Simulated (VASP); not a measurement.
# BaTiO3 (tetragonal perovskite): computed properties

These are PBEsol GGA, VASP's PBE PAW potentials (set 64) (plane waves; VASP 6.6.1) values and carry that method's errors.

* **space group**: P4mm (99)
* **cell**: a = b = 3.966 Å, c = 4.077 Å, α = β = γ = 90.00°
* **volume per atom**: 12.83 Å³/atom
* **band gap (over mesh and band path)**: 1.77 eV
* **smallest direct gap (over mesh and band path)**: 2.21 eV
* **band-edge character without spin-orbit coupling**: indirect, A to Γ
* **band gap with spin-orbit coupling**: 1.76 eV
* **density**: 6.04 g/cm³
* **optical Γ-point spectrum**: 114i (×2), 169, 175 (×2), 288, 294 (×2), 332, 465 (×2), 527 cm⁻¹

```
CELL_PARAMETERS angstrom
      3.96612     0.00000     0.00000
      0.00000     3.96612     0.00000
      0.00000     0.00000     4.07732
ATOMIC_POSITIONS crystal
  Ba 0.00000 0.00000 0.00389
  Ti 0.50000 0.50000 0.52057
  O  0.50000 0.50000 0.97100
  O  0.00000 0.50000 0.48427
  O  0.50000 0.00000 0.48427
```

Measured: a 3.994 Å at 300 K (computed value off by -0.7 %), c 4.034 Å at 300 K (computed value off by +1.1 %), as given by Wikipedia, Lattice constant (list at 300 K). The calculation is for a static lattice, while the measured a, c hold thermal and zero-point effects, which are part of the difference.  Unless said otherwise, spin-orbit coupling is left out, though it shifts the bands of the heavy elements here.

The compound is BaTiO3 in the tetragonal perovskite structure. It was relaxed first. Symmetry was kept, so distortions that lower it aren't found.
